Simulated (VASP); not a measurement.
VASP, PAW. Band gap of SiO₂ (rutile) (no spin-orbit coupling).

```json
[
 {"level": "SCAN (own cell)", "band gap (eV)": "6.48"},
 {"level": "r2SCAN (own cell)", "band gap (eV)": "6.48"}
]
```

Q: Estimate the band gap from LDA (own cell), PBE (own cell), PBEsol (own cell).

A: 
| Property | Result |
|---|---|
| LDA (own cell) | 5.76 eV |
| PBE (own cell) | 5.02 eV |
| PBEsol (own cell) | 5.32 eV |

Only levels that ran to the end are used. Left out are those held back, those with too coarse a band path, GW runs whose mesh misses a band edge, hybrids' fits of cells that aren't cubic and levels without matching references; a question may draw on a part of the rest.

The compound is SiO2 in the rutile structure, stishovite, a high-pressure form.
